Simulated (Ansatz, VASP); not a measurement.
# Cross-check of Sn (alpha-Sn (diamond)) between VASP and Ansatz, part 2 of 2

Wanted: the spread between two codes on one cell, functional and k mesh. The cell is taken from a series of runs on this material, whose earlier steps may have relaxed, scaled, displaced or heated it; both programs get it as it stands.

VASP 6.6.1 and Ansatz 0.2.0.

So far. Step 2 (Ansatz: single point, HSE06): The run ends at a pressure of 0.34 GPa.

### 3. VASP: single point, HSE06

Level of this step: HSE06; plane waves and PAW (Sn_d) (VASP).

The same cell, functional, mesh and smearing now go to VASP, with its own data sets.

Lines of VASP's logs that name or quote its potential files are left out, and so is its time.

The run reads the wave functions of an earlier VASP run, which isn't shown here.

INCAR reads:

```
SYSTEM = Sn
PREC = Accurate
ENCUT = 400
EDIFF = 1E-06
NELM = 100
ISMEAR = -1
SIGMA = 0.05
LREAL = .FALSE.
ALGO = Normal
LHFCALC = .TRUE.
AEXX = 0.25
GGA = PE
HFSCREEN = 0.208
LASPH = .TRUE.
NBANDS = 20
PRECFOCK = Fast
LORBIT = 11
LWAVE = .FALSE.
LCHARG = .FALSE.
KPAR = 8
ISIF = 2
```

POSCAR reads:

```
Sn
1.0
    0.0000000000      3.2711902427      3.2711902427
    3.2711902427      0.0000000000      3.2711902427
    3.2711902427      3.2711902427      0.0000000000
Sn
2
Direct
    0.0000000000      0.0000000000      0.0000000000
    0.2500000000      0.2500000000      0.2500000000
```

KPOINTS reads:

```
Automatic mesh
0
Gamma
6 6 6
0 0 0
```

PAW data sets: Sn_d (PBE family, release 64).

Run with:

```console
$ mpirun -np 8 vasp_std
```

Numbers of over 12 decimals in the logs are rounded to 6 here.

The log of the run:

```text
[banner, memory and clock lines left out]
running    8 mpi-ranks, on    1 nodes
 distrk:  each k-point on    1 cores,    8 groups
 distr:  one band on    1 cores,    1 groups

 POSCAR found type information on POSCAR Sn
 POSCAR found :  1 types and       2 ions
|                                                                             |
|           W    W    AA    RRRRR   N    N  II  N    N   GGGG   !!!           |
|           W    W   A  A   R    R  NN   N  II  NN   N  G    G  !!!           |
|           W    W  A    A  R    R  N N  N  II  N N  N  G       !!!           |
|           W WW W  AAAAAA  RRRRR   N  N N  II  N  N N  G  GGG   !            |
|           WW  WW  A    A  R   R   N   NN  II  N   NN  G    G                |
|           W    W  A    A  R    R  N    N  II  N    N   GGGG   !!!           |
|                                                                             |
|     For optimal performance we recommend to set                             |
|       NCORE = 2 up to number-of-cores-per-socket                            |
|     NCORE specifies how many cores store one orbital (NPAR=cpu/NCORE).      |
|     This setting can greatly improve the performance of VASP for DFT.       |
|     The default, NCORE=1 might be grossly inefficient on modern             |
|     multi-core architectures or massively parallel machines. Do your        |
|     Unfortunately you need to use the default for GW and RPA                |
|     calculations (for HF NCORE is supported but not extensively tested      |
|     yet).                                                                   |
|                                                                             |

 LDA part: xc-table for (Slater+PW92), standard interpolation
 found WAVECAR, reading the header
 POSCAR, INCAR and KPOINTS ok, starting setup
 FFT: planning ... GRIDC
 FFT: planning ... GRID_SOFT
 FFT: planning ... GRID
 reading WAVECAR
 the WAVECAR file was read successfully
 initial charge from wavefunction
 entering main loop
       N       E                     dE             d eps       ncg     rms          rms(c)
DAV:   1    -0.901631799551E+01   -0.90163E+01   -0.52974E-01   772   0.720E+00    0.994E-01
DAV:   2    -0.902469950835E+01   -0.83815E-02   -0.24108E-02   736   0.110E+00    0.716E-01
DAV:   3    -0.902500305528E+01   -0.30355E-03   -0.14433E-03   848   0.372E-01    0.469E-01
DAV:   4    -0.902510971942E+01   -0.10666E-03   -0.12722E-04   872   0.118E-01    0.290E-01
DAV:   5    -0.902515500730E+01   -0.45288E-04   -0.17794E-05   780   0.374E-02    0.178E-01
DAV:   6    -0.902517317408E+01   -0.18167E-04   -0.52888E-06   604   0.167E-02    0.109E-01
DAV:   7    -0.902518221801E+01   -0.90439E-05   -0.21403E-06   596   0.120E-02    0.666E-02
DAV:   8    -0.902518570726E+01   -0.34892E-05   -0.95267E-07   504   0.983E-03    0.406E-02
DAV:   9    -0.902518746929E+01   -0.17620E-05   -0.39415E-07   408   0.665E-03    0.247E-02
DAV:  10    -0.902518850955E+01   -0.10403E-05   -0.28502E-07   380   0.548E-03    0.151E-02
DAV:  11    -0.902518890564E+01   -0.39609E-06   -0.13356E-07   368   0.348E-03
   1 F= -.90251889E+01 E0= -.90247200E+01  d E =-.937755E-03
```

OUTCAR, selected parts (step 3):

```text
ion  position               nearest neighbor table
   1  0.000  0.000  0.000-   2 2.83   2 2.83   2 2.83   2 2.83
   2  0.250  0.250  0.250-   1 2.83   1 2.83   1 2.83   1 2.83

  LATTYP: Found a face centered cubic cell.
 ALAT       =     6.5423804854

 Subroutine GETGRP returns: Found 48 space group operations
 (whereof 24 operations were pure point group operations)

The static configuration has the point symmetry T_d .
 The point group associated with its full space group is O_h .

 Found     16 irreducible k-points:

   k-points           NKPTS =     16   k-points in BZ     NKDIM =    216   number of bands    NBANDS=     20

   dimension x,y,z NGX =    30 NGY =   30 NGZ =   30
   dimension x,y,z NGXF=    60 NGYF=   60 NGZF=   60

   ENCUT  =  400.0 eV  29.40 Ry    5.42 a.u.   7.54  7.54  7.54*2*pi/ulx,y,z

   NELECT =      28.0000    total number of electrons

 k-points in reciprocal lattice and weights: Automatic mesh
   0.00000000  0.00000000  0.00000000       0.005
   0.16666667  0.00000000  0.00000000       0.037
   0.33333333  0.00000000  0.00000000       0.037
   0.50000000  0.00000000  0.00000000       0.019
   0.16666667  0.16666667  0.00000000       0.028
   0.33333333  0.16666667  0.00000000       0.111
   0.50000000  0.16666667  0.00000000       0.111
  -0.33333333  0.16666667  0.00000000       0.111
  -0.16666667  0.16666667  0.00000000       0.056
[...]
-0.33333333  0.33333333  0.16666667       0.111
  -0.33333333  0.50000000  0.16666667       0.056

  exchange ACFDT corr.  =         0.00000000  see jH, gK, PRB 81, 115126

 average (electrostatic) potential at core
       1 -95.6010       2 -95.6010

 E-fermi :   5.2454

 k-point     1 :       0.0000    0.0000    0.0000
  band No.  band energies     occupation
    ...
     11      -6.4056      2.00000
     12       4.8906      1.99834
     13       5.2115      1.32589
     14       5.2115      1.32586
     15       5.2115      1.32585
     16       7.8050      0.00000
     17       7.8051      0.00000
     18       7.8051      0.00000
     19      10.7578      0.00000
     20      13.7430      0.00000

 k-point     2 :       0.1667    0.0000    0.0000
  band No.  band energies     occupation
    ...
     10     -18.2388      2.00000
     11      -6.1145      2.00000
     12       2.2341      2.00000
     13       4.7606      1.99988
     14       4.7606      1.99988
     15       6.1025      0.00000
     16       8.3878      0.00000
     17       8.3878      0.00000
     18       9.0093      0.00000
     19      11.9238      0.00000
    ...

 k-point     3 :       0.3333    0.0000    0.0000
  band No.  band energies     occupation
    ...
     10     -18.2232      2.00000
     11      -5.3138      2.00000
     12      -0.3498      2.00000
     13       4.1680      2.00000
     14       4.1680      2.00000
     15       5.7142      0.00017
     16       8.9028      0.00000
     17       8.9028      0.00000
     18      11.4526      0.00000
     19      11.9394      0.00000
    ...

  Total        0.1218780      0.1218780      0.1218780     -0.0000000      0.0000000      0.0000000
  in kB        2.7892577      2.7892577      2.7892577     -0.0000000      0.0000000      0.0000000
  external PRESSURE =       2.7892577 kB  Pullay stress =       0.0000000 kB

  energy-cutoff  :      400.00
  volume of cell :       70.01
      direct lattice vectors                 reciprocal lattice vectors
     0.000000000  3.271190243  3.271190243    -0.152849563  0.152849563  0.152849563
     3.271190243  0.000000000  3.271190243     0.152849563 -0.152849563  0.152849563
     3.271190243  3.271190243  0.000000000     0.152849563  0.152849563 -0.152849563

 POSITION                                       TOTAL-FORCE (eV/Angst)
 -----------------------------------------------------------------------------------
      0.00000      0.00000      0.00000         0.000000      0.000000      0.000000
      1.63560      1.63560      1.63560        -0.000000     -0.000000     -0.000000
 -----------------------------------------------------------------------------------
    total drift:                               -0.000000     -0.000000     -0.000000

  FREE ENERGIE OF THE ION-ELECTRON SYSTEM (eV)
  ---------------------------------------------------
  free  energy   TOTEN  =        -9.0251889056 eV

  energy  without entropy=       -9.0242511503  energy(sigma->0) =       -9.02472003

 total charge
# of ion       s       p       d       tot
------------------------------------------
    1        1.168   1.241   9.971  12.379
    2        1.168   1.241   9.971  12.379
--------------------------------------------------
tot          2.336   2.482  19.941  24.759

[... 3 further parts left out ...]
```

The k-mesh is coarse for a metal.

The run ends at a pressure of 0.28 GPa.

### 4. Differences

Known differences besides the potentials themselves: exact exchange at q = 0 is treated differently, which shows on coarse meshes; VASP keeps PBE cores, Ansatz makes them for the functional; the cutoff is 420 eV in Ansatz and 400 eV in VASP; VASP takes a coarser grid for exact exchange (PRECFOCK = Fast). Total energies have different zeros and are not compared.

The two programs side by side:

| quantity | Ansatz | VASP | difference |
| --- | --- | --- | --- |
| pressure (GPa) | 0.34 | 0.28 | +0.07 |

### 5. Results

- difference in pressure (single point, HSE06): 0.065 GPa

**Reading.** The difference in pressure is 0.065 GPa (single point, HSE06), within the 1 GPa picked in this series as the mark of a large difference. How closely two codes agree says nothing of how well the functional describes the real material.

[Lines on the potential files, build, host, timing and source positions are cut from VASP's logs without a mark.]

[Logs are printed without paths, hosts, clocks, repeated set-up lines and the standing remarks that a program may print on its own settings, such as how far it seeks lower states.]

[Hosts, paths, dates, database ids (printed as entryN), source tags and the programs' standing remarks are cut or masked in the printed files.]
